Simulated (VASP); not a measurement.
```xyz
2
Lattice="0.0000 2.5603 2.5603 2.5603 0.0000 2.5603 2.5603 2.5603 0.0000" Properties=species:S:1:pos:R:3 pbc="T T T"
Mg     0.0000     0.0000     0.0000
S      2.5603     2.5603     2.5603
```

The numbers are results of PBE GGA, VASP's PBE PAW potentials (set 64) (plane waves; VASP 6.6.1), not measurements. Numerical set-up: 500 eV cut-off, 9×9×9 Γ-centred mesh, Gaussian smearing of 0.050 eV, potentials Mg S.

What does the run give for the energy per atom (σ→0), pressure?

The energy per atom (σ→0) is -4.236 eV/atom and the pressure is 5.01 GPa.

Only differences to runs with the same potentials and settings are physical.

The compound is MgS in the rock salt structure. It was relaxed first under an external pressure of 5 GPa.
